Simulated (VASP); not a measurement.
Method: r2SCAN meta-GGA, VASP's PBE PAW potentials (set 64) (plane waves; VASP 6.6.1).

A VASP calculation is set up with these files.

**KPOINTS**
```
Automatic mesh
0
Gamma
16 16 16
0 0 0
```

**KPOINTS_OPT**
```
k-points along high-symmetry lines
7
Line-mode
Reciprocal
  0.000000   0.000000   0.000000 ! GAMMA
  0.000000   0.000000   0.500000 ! X

  0.000000   0.000000   0.500000 ! X
 -0.500000   0.500000   0.500000 ! M

 -0.500000   0.500000   0.500000 ! M
  0.000000   0.000000   0.000000 ! GAMMA

  0.000000   0.000000   0.000000 ! GAMMA
  0.323656   0.323656  -0.323656 ! Z

 -0.323656   0.676344   0.323656 ! Z_0
 -0.500000   0.500000   0.500000 ! M

  0.000000   0.000000   0.500000 ! X
  0.250000   0.250000   0.250000 ! P

  0.250000   0.250000   0.250000 ! P
  0.000000   0.500000   0.000000 ! N

  0.000000   0.500000   0.000000 ! N
  0.000000   0.000000   0.000000 ! GAMMA
```

### POSCAR
```
Ge
3.8857550
 -0.6582542164   0.6582542164   0.3652434722
  0.6582542164  -0.6582542164   0.3652434722
  0.6582542164   0.6582542164  -0.3652434722
Ge
2
Direct
  0.2500000000   0.7500000000   0.5000000000
  0.5000000000   0.5000000000   0.0000000000
```

**INCAR**
```
! general
SYSTEM  = Ge
PREC    = Accurate
ENCUT   = 400
LREAL   = .False.
LASPH   = .True.

! electronic loop
EDIFF   = 1E-7
NELM    = 100
ALGO    = Normal
LMAXMIX = 4
LMIXTAU = .True.

! smearing
ISMEAR  = -5

! functional
METAGGA = R2SCAN

! ions
ISIF    = 2

! output
LWAVE   = .False.
LCHARG  = .False.
LORBIT  = 11
NEDOS   = 601
```

POTCAR, in this order: Ge_d (PBE.64 set). Program: vasp_std.

Output of the run:

**OUTCAR**
```
 ion  position               nearest neighbor table
   1  0.250  0.750  0.500-   2 2.65   2 2.65   2 2.65   2 2.65
   2  0.500  0.500  0.000-   1 2.65   1 2.65   1 2.65   1 2.65
  LATTYP: Found a body centered tetragonal cell.
 ALAT       =     5.1156292256
 C/A-ratio  =     0.5548668934
 Subroutine PRICEL returns:
 Original cell was already a primitive cell.
 Subroutine GETGRP returns: Found 16 space group operations
The static configuration has the point symmetry D_2d.
 The point group associated with its full space group is D_4h.
The dynamic configuration has the point symmetry D_2d.
 Subroutine INISYM returns: Found 16 space group operations
 Subroutine IBZKPT returns following result:
 Found    349 irreducible k-points:

 Following reciprocal coordinates:
            Coordinates               Weight
  0.000000  0.000000  0.000000      1.000000
  0.062500  0.000000 -0.000000      8.000000
  0.125000  0.000000 -0.000000      8.000000
  0.187500  0.000000 -0.000000      8.000000
  0.250000  0.000000 -0.000000      8.000000
  0.312500  0.000000 -0.000000      8.000000
  0.375000  0.000000 -0.000000      8.000000
  0.437500  0.000000  0.000000      8.000000
  0.500000  0.000000 -0.000000      4.000000
  0.062500  0.062500 -0.000000      8.000000
  0.125000  0.062500 -0.000000     16.000000
  0.187500  0.062500  0.000000     16.000000
  0.250000  0.062500 -0.000000     16.000000
  0.312500  0.062500 -0.000000     16.000000
  0.375000  0.062500  0.000000     16.000000
  0.437500  0.062500  0.000000     16.000000
  0.500000  0.062500 -0.000000     16.000000
 -0.437500  0.062500 -0.000000     16.000000
 -0.375000  0.062500  0.000000     16.000000
 -0.312500  0.062500  0.000000     16.000000
 -0.250000  0.062500  0.000000     16.000000
 -0.187500  0.062500  0.000000     16.000000
 -0.125000  0.062500  0.000000     16.000000
 -0.062500  0.062500  0.000000      4.000000
  0.125000  0.125000 -0.000000      8.000000
  0.187500  0.125000 -0.000000     16.000000
  0.250000  0.125000 -0.000000     16.000000
  0.312500  0.125000 -0.000000     16.000000
  0.375000  0.125000  0.000000     16.000000
  0.437500  0.125000  0.000000     16.000000
  0.500000  0.125000 -0.000000     16.000000
 -0.437500  0.125000  0.000000     16.000000
 -0.375000  0.125000  0.000000     16.000000
 -0.312500  0.125000  0.000000     16.000000
 -0.250000  0.125000  0.000000     16.000000
 -0.187500  0.125000 -0.000000     16.000000
 -0.125000  0.125000  0.000000      4.000000
  0.187500  0.187500 -0.000000      8.000000
  0.250000  0.187500  0.000000     16.000000
  0.312500  0.187500 -0.000000     16.000000
   k-points           NKPTS =    349   k-points in BZ     NKDIM =    349   number of bands    NBANDS=     18
   number of dos      NEDOS =    601   number of ions     NIONS =      2
   total plane-waves  NPLWV =  21952
   dimension x,y,z NGX =    28 NGY =   28 NGZ =   28
   dimension x,y,z NGXF=    56 NGYF=   56 NGZF=   56
   ions per type =               2
   PREC   = accura    normal or accurate (medium, high low for compatibility)
   ISTART =      0    job   : 0-new  1-cont  2-samecut
   ICHARG =      2    charge: 1-file 2-atom 10-const
   ISPIN  =      1    spin polarized calculation?
   LNONCOLLINEAR =      F non collinear calculations
   LSORBIT =      F    spin-orbit coupling
   INIWAV =      1    electr: 0-lowe 1-rand  2-diag
   ENCUT  =  400.0 eV  29.40 Ry    5.42 a.u.   6.34  6.34  6.34*2*pi/ulx,y,z
   NELM   =    100;   NELMIN=  2; NELMDL= -5     # of ELM steps
   EDIFF  = 0.1E-06   stopping-criterion for ELM
   LREAL  =      F    real-space projection
...
```

**OSZICAR**
```
       N       E                     dE             d eps       ncg     rms          rms(c)
DAV:   1     0.122201431787E+03    0.12220E+03   -0.13552E+04 13180   0.402E+03
DAV:   2    -0.131565712231E+02   -0.13536E+03   -0.13342E+03 12588   0.483E+02
DAV:   3    -0.292656132211E+02   -0.16109E+02   -0.15968E+02 14056   0.129E+02
DAV:   4    -0.296821812288E+02   -0.41657E+00   -0.41567E+00 14498   0.245E+01
DAV:   5    -0.296883357049E+02   -0.61545E-02   -0.61583E-02 13950   0.296E+00    0.228E+00
DAV:   6    -0.269708926184E+02    0.27174E+01   -0.41451E-01 15674   0.126E+01    0.128E+00
DAV:   7    -0.268274618572E+02    0.14343E+00   -0.34355E-01 13520   0.679E+00    0.543E-01
DAV:   8    -0.270168425837E+02   -0.18938E+00   -0.15360E-01 12632   0.320E+00    0.145E-01
DAV:   9    -0.270182513461E+02   -0.14088E-02   -0.92335E-03 13306   0.768E-01    0.687E-02
DAV:  10    -0.270177406930E+02    0.51065E-03   -0.81454E-03 13202   0.120E+00    0.497E-02
DAV:  11    -0.270195114176E+02   -0.17707E-02   -0.72776E-03 12694   0.639E-01    0.319E-02
DAV:  12    -0.270206259648E+02   -0.11145E-02   -0.55819E-04 12854   0.264E-01    0.123E-02
DAV:  13    -0.270206751422E+02   -0.49177E-04   -0.80552E-05 13178   0.109E-01    0.355E-03
DAV:  14    -0.270207168422E+02   -0.41700E-04   -0.33038E-05 12732   0.661E-02    0.193E-03
DAV:  15    -0.270206957051E+02    0.21137E-04   -0.35349E-06 13024   0.249E-02    0.133E-03
DAV:  16    -0.270207074194E+02   -0.11714E-04   -0.13231E-06 10192   0.112E-02    0.491E-04
DAV:  17    -0.270207050859E+02    0.23334E-05   -0.20472E-07 10340   0.583E-03    0.130E-04
DAV:  18    -0.270207055943E+02   -0.50840E-06   -0.22768E-08  6536   0.202E-03    0.109E-04
DAV:  19    -0.270207054324E+02    0.16193E-06   -0.94190E-09  6462   0.169E-03    0.375E-05
DAV:  20    -0.270207053585E+02    0.73846E-07   -0.13233E-09  6430   0.480E-04
   1 F= -.27020705E+02 E0= -.27020705E+02  d E =0.000000E+00
       N       E                     dE             ncg
```

File OUTCAR:
```
------------------------ aborting loop because EDIFF is reached ----------------------------------------
  FORCE on cell =-STRESS in cart. coord.  units (eV):
  Direction    XX          YY          ZZ          XY          YZ          ZX
  --------------------------------------------------------------------------------------
  Total       -0.0428301     -0.0428301     -0.0507152      0.0000000     -0.0000000      0.0000000
  in kB       -1.8475826     -1.8475826     -2.1877245      0.0000000     -0.0000000      0.0000000
  external PRESSURE =      -1.9609632 kB  Pullay stress =       0.0000000 kB
  volume of cell :       37.14
      direct lattice vectors                 reciprocal lattice vectors
    -2.557814613  2.557814613  1.419246648     0.000000000  0.195479374  0.352299581
     2.557814613 -2.557814613  1.419246648     0.195479374  0.000000000  0.352299581
     2.557814613  2.557814613 -1.419246648     0.195479374  0.195479374  0.000000000
 POSITION                                       TOTAL-FORCE (eV/Angst)
 -----------------------------------------------------------------------------------
      2.55781     -0.00000      0.70962         0.000000     -0.000000     -0.000000
      0.00000      0.00000      1.41925        -0.000000      0.000000      0.000000
 -----------------------------------------------------------------------------------
    total drift:                                0.000000     -0.000000      0.000000
  FREE ENERGIE OF THE ION-ELECTRON SYSTEM (eV)
  ---------------------------------------------------
  free  energy   TOTEN  =       -27.0207053585 eV

  energy  without entropy=      -27.0207053585  energy(sigma->0) =      -27.02070536

 total charge

# of ion       s       p       d       tot
------------------------------------------
    1        1.179   1.069  10.026  12.274
    2        1.179   1.069  10.026  12.274
--------------------------------------------------
tot          2.359   2.138  20.051  24.547
```
(Selected blocks of OUTCAR.)

For a metal the tetrahedron method with Blöchl corrections gives inexact stress and forces.

The structure comes from a computed database's Ge entry (I4_1/amd); how it stands against other phases isn't given here. It was relaxed first.
